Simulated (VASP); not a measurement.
Level of theory: PBEsol GGA, VASP's PBE PAW potentials (set 64) (plane waves; VASP).

A VASP calculation is set up with these files.

### KPOINTS
```
k-points along high-symmetry lines
12
Line-mode
Reciprocal
  0.000000   0.000000   0.000000 ! GAMMA
  0.500000   0.500000   0.500000 ! T

  0.500000   0.500000   0.500000 ! T
  0.502840   0.497160   0.500000 ! H_2

  0.500000  -0.497160   0.497160 ! H_0
  0.500000   0.000000   0.000000 ! L

  0.500000   0.000000   0.000000 ! L
  0.000000   0.000000   0.000000 ! GAMMA

  0.000000   0.000000   0.000000 ! GAMMA
  0.498580  -0.498580   0.000000 ! S_0

  0.501420   0.000000   0.498580 ! S_2
  0.500000   0.000000   0.500000 ! F

  0.500000   0.000000   0.500000 ! F
  0.000000   0.000000   0.000000 ! GAMMA
```

### POSCAR
```
BaTiO3
1
    2.8293747199     1.6335404610     2.3206194858
   -2.8293747199     1.6335404610     2.3206194858
   -0.0000000000    -3.2670809221     2.3206194858
Ba Ti O
1 1 3
Direct
  0.0006625252   0.0006625252   0.0006625252
  0.5127411716   0.5127411716   0.5127411716
  0.4882675106   0.9811512820   0.4882675106
  0.4882675106   0.4882675106   0.9811512820
  0.9811512820   0.4882675106   0.4882675106
```

### INCAR
```
ALGO = Normal
EDIFF = 1E-7
ENCUT = 520
GGA = PS
ICHARG = 11
ISMEAR = 0
LASPH = .TRUE.
LCHARG = .FALSE.
LMAXMIX = 4
LORBIT = 11
LREAL = .FALSE.
LWAVE = .FALSE.
NELM = 100
PREC = Accurate
SIGMA = 0.05
SYSTEM = BaTiO3
```

POTCAR, in this order: Ba_sv Ti_sv O (PBE.64 set). Program: vasp_std. Read from the step before: CHGCAR.

Output

### OUTCAR
```
 ion  position               nearest neighbor table
   1  0.001  0.001  0.001-   3 2.77   5 2.77   4 2.77   4 2.83   4 2.83   3 2.83   5 2.83   3 2.83
                             5 2.83   5 2.91   3 2.91   4 2.91   2 3.40   2 3.44   2 3.44   2 3.44
   2  0.513  0.513  0.513-   3 1.88   5 1.88   4 1.88   3 2.14   5 2.14   4 2.14   1 3.40   1 3.44
                             1 3.44   1 3.44   1 3.50   1 3.50   1 3.50   1 3.57
   3  0.488  0.981  0.488-   2 1.88   2 2.14   1 2.77   1 2.83   1 2.83   1 2.91
   4  0.488  0.488  0.981-   2 1.88   2 2.14   1 2.77   1 2.83   1 2.83   1 2.91
   5  0.981  0.488  0.488-   2 1.88   2 2.14   1 2.77   1 2.83   1 2.83   1 2.91
  LATTYP: Found a trigonal (rhomboedric) cell.
 ALAT       =     4.0073797611
 COS(alpha) =     0.0030117471
 Subroutine PRICEL returns:
 Original cell was already a primitive cell.
 Subroutine GETGRP returns: Found  6 space group operations
The static configuration has the point symmetry C_3v.
The dynamic configuration has the point symmetry C_3v.
 Subroutine INISYM returns: Found  6 space group operations
   k-points           NKPTS =     84   k-points in BZ     NKDIM =     84   number of bands    NBANDS=     24
   number of dos      NEDOS =    301   number of ions     NIONS =      5
   total plane-waves  NPLWV =  27000
   dimension x,y,z NGX =    30 NGY =   30 NGZ =   30
   dimension x,y,z NGXF=    60 NGYF=   60 NGZF=   60
   ions per type =               1   1   3
   PREC   = accura    normal or accurate (medium, high low for compatibility)
   ISTART =      0    job   : 0-new  1-cont  2-samecut
   ICHARG =     11    charge: 1-file 2-atom 10-const
   ISPIN  =      1    spin polarized calculation?
   LNONCOLLINEAR =      F non collinear calculations
   LSORBIT =      F    spin-orbit coupling
   INIWAV =      1    electr: 0-lowe 1-rand  2-diag
   ENCUT  =  520.0 eV  38.22 Ry    6.18 a.u.   7.45  7.45  7.45*2*pi/ulx,y,z
   NELM   =    100;   NELMIN=  2; NELMDL= -5     # of ELM steps
   EDIFF  = 0.1E-06   stopping-criterion for ELM
   LREAL  =      F    real-space projection
   NLSPLINE    = F    spline interpolate recip. space projectors
   LMAXMIX     =    4 max onsite mixed and CHGCAR
   VOSKOWN=      0    Vosko Wilk Nusair interpolation
   EDIFFG = 0.1E-05   stopping-criterion for IOM
   NSW    =      0    number of steps for IOM
   NBLOCK =      1;   KBLOCK =      1    inner block; outer block
   IBRION =     -1    ionic relax: 0-MD 1-quasi-New 2-CG
   NFREE  =      0    steps in history (QN), initial steepest desc. (CG)
   ISIF   =      2    stress and relaxation
   ISYM   =      2    0-nonsym 1-usesym 2-fastsym
   TEIN   =    0.0    initial temperature
   TEBEG  =    0.0;   TEEND  =   0.0 temperature during run
   SMASS  =  -3.00    Nose mass-parameter (am)
   PSTRESS=    0.0 pullay stress
   NELECT =      40.0000    total number of electrons
   EFERMI =   0.00;   METHOD = LEGACY
   ISMEAR =     0;   SIGMA  =   0.05  broadening in eV -4-tet -1-fermi 0-gaus
   IALGO  =     38    algorithm
   LDIAG  =      T    sub-space diagonalisation (order eigenvalues)
   IMIX   =      4    mixing-type and parameters
     AMIX     =   0.40;   BMIX     =  1.00
     AMIX_MAG =   1.60;   BMIX_MAG =  1.00
     AMIN     =   0.10
   GGA     = PS    functional components
   VOSKOWN =     0    Vosko Wilk Nusair interpolation
   LHFCALC =     F    Hartree Fock is set to
   LHFONE  =     F    Hartree Fock one center treatment
   AEXX    =    0.0000 exact exchange contribution
   IVDW    =     0    specifies the selected vdW correction
   LEPSILON=     F    determine dielectric tensor
   LRPA    =     F    only Hartree local field effects (RPA)
  energy-cutoff  :      520.00
  volume of cell :       64.35
      direct lattice vectors                 reciprocal lattice vectors
     2.829374720  1.633540461  2.320619486     0.176717490  0.102027878  0.143639806
    -2.829374720  1.633540461  2.320619486    -0.176717490  0.102027878  0.143639806
     0.000000000 -3.267080922  2.320619486     0.000000000 -0.204055756  0.143639806
 k-point     1 :   0.0000 0.0000 0.0000  plane waves:    1743
 k-point     2 :   0.0455 0.0455 0.0455  plane waves:    1758
 k-point     3 :   0.0909 0.0909 0.0909  plane waves:    1755
 k-point     4 :   0.1364 0.1364 0.1364  plane waves:    1743
...
```

OSZICAR:
```
       N       E                     dE             d eps       ncg     rms          rms(c)
DAV:   1     0.424607215537E+03    0.42461E+03   -0.21703E+04  4032   0.183E+03
DAV:   2     0.119222601279E+02   -0.41268E+03   -0.40495E+03  4512   0.485E+02
DAV:   3    -0.385552478633E+02   -0.50478E+02   -0.48598E+02  6824   0.144E+02
DAV:   4    -0.405546046965E+02   -0.19994E+01   -0.19981E+01  4976   0.280E+01
DAV:   5    -0.406445198951E+02   -0.89915E-01   -0.89913E-01  5880   0.444E+00
DAV:   6    -0.406455211949E+02   -0.10013E-02   -0.10013E-02  5208   0.485E-01
DAV:   7    -0.406455388964E+02   -0.17701E-04   -0.17701E-04  5968   0.615E-02
DAV:   8    -0.406455392851E+02   -0.38873E-06   -0.38873E-06  5232   0.652E-03
DAV:   9    -0.406455392929E+02   -0.77916E-08   -0.77864E-08  4096   0.893E-04
   1 F= -.40645539E+02 E0= -.40645539E+02  d E =-.963950E-30
```

File OUTCAR:
```
 val. band max:        3.6078811225   @ k =   0.5000   0.5000   0.5000

 cond. band min:       5.9093228431   @ k =   0.0000   0.0000   0.0000



 k-point     1 :       0.0000    0.0000    0.0000
  band No.  band energies     occupation
      1     -52.4546      2.00000
      2     -28.8198      2.00000
      3     -28.8198      2.00000
      4     -28.8147      2.00000
      5     -21.1426      2.00000
      6     -13.1395      2.00000
      7     -12.4514      2.00000
      8     -12.4514      2.00000
      9      -6.3197      2.00000
     10      -6.3197      2.00000
     11      -6.3184      2.00000
     12       1.3609      2.00000
     13       1.3635      2.00000
     14       1.3635      2.00000
     15       2.2873      2.00000
     16       2.2873      2.00000
     17       2.5291      2.00000
     18       3.0775      2.00000
     19       3.2165      2.00000
     20       3.2165      2.00000
     21       5.9093      0.00000
     22       5.9093      0.00000
     23       6.0602      0.00000
     24       8.0695      0.00000

 k-point     2 :       0.0455    0.0455    0.0455
  band No.  band energies     occupation
      1     -52.4545      2.00000
      2     -28.8208      2.00000
      3     -28.8208      2.00000
      4     -28.8158      2.00000
      5     -21.1356      2.00000
      6     -13.1399      2.00000
      7     -12.4499      2.00000
      8     -12.4499      2.00000
      9      -6.3175      2.00000
     10      -6.3175      2.00000
     11      -6.2799      2.00000
     12       1.2778      2.00000
     13       1.3390      2.00000
     14       1.3390      2.00000
     15       2.1863      2.00000
     16       2.1863      2.00000
     17       2.5487      2.00000
     18       2.9545      2.00000
     19       3.1829      2.00000
     20       3.1829      2.00000
     21       5.9761      0.00000
     22       5.9761      0.00000
     23       6.0983      0.00000
     24       8.1547      0.00000

...
```

The density is held fixed in this step, so its total energy and stress have no physical meaning. Unless said otherwise, spin-orbit coupling is left out, though it shifts the bands of the heavy elements here.

The structure comes from a computed database's BaTiO3 entry (R3m); how it stands against other phases isn't given here. It was relaxed first.
